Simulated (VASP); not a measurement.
Input of a VASP 6.6.1 run:

INCAR

```
ALGO = Normal
EDIFF = 1E-6
EDIFFG = -0.01
ENCUT = 600
IBRION = 2
ISIF = 3
ISMEAR = 1
LASPH = T
LCHARG = F
LREAL = F
LWAVE = F
NELM = 80
NSW = 90
PREC = Accurate
SIGMA = 0.1
```

The input KPOINTS:

```
k-points
0
Gamma
  20 20 20
```

Contents of POSCAR:

```
W
1.0
   -1.5823450000      1.5823450000      1.5823450000
    1.5823450000     -1.5823450000      1.5823450000
    1.5823450000      1.5823450000     -1.5823450000
W
1
Direct
    0.0000000000      0.0000000000      0.0000000000
```

Potentials or basis: VASP PAW LDA potentials, release 64 (W_sv).

The run is started by

```bash
$ cat potpaw_LDA.64/W_sv/POTCAR > POTCAR
$ mpirun -np 1 vasp_std > vasp.out
```

(1) Predict the relaxed cell.

(2) Predict the band gap on the k mesh.

(3) What does it give for the relaxed volume?

(4) What does it give for the space group after relaxing (to 0.05 Å)?

Answers

(1) a = 2.721 Å, b = 2.721 Å, c = 2.721 Å, α = 109.47°, β = 109.47°, γ = 109.47°.

(2) none (metal or under the smearing width).

(3) 15.51 Å³/atom.

(4) Im-3m (No. 229).
